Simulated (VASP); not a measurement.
Nb (bcc) is relaxed at rising pressure, each step from the one before. Symmetry mostly holds the structure type, and other phases were not tried. The mesh follows the cell, and a change of mesh leaves a small step in the series.

Here is the system:

```
CELL_PARAMETERS angstrom
     -1.65446     1.65446     1.65446
      1.65446    -1.65446     1.65446
      1.65446     1.65446    -1.65446
ATOMIC_POSITIONS crystal
  Nb 0.00000 0.00000 0.00000
```

The numbers are results of PBE GGA, VASP's PBE PAW potentials (set 64) (plane waves; VASP), not measurements. Settings: 500 eV cut-off, 15×15×15 Γ-centred mesh, first-order Methfessel-Paxton smearing of 0.10 eV, potentials Nb_sv.

```tsv
P (GPa)	V (Å³/atom)	H − H(0) (eV/atom)	space group	gap on the mesh (eV)	k-mesh
0	18.11	0.000	Im-3m	0.00	15×15×15
5	17.57	0.554	Im-3m	0.00	16×16×16
10	17.15	1.096	Im-3m	0.00	16×16×16
20	?	?	Im-3m	0.00	16×16×16
30	15.81	3.149	Im-3m	0.00	16×16×16
45	?	?	Im-3m	0.00	16×16×16
```

Fill in the missing entries.

- 45, V (Å³/atom): 15.04
- 45, H − H(0) (eV/atom): 4.593
- 20, V (Å³/atom): 16.42
- 20, H − H(0) (eV/atom): 2.143

Pressures at which the relaxation failed are left out.

The compound is Nb in the bcc structure.
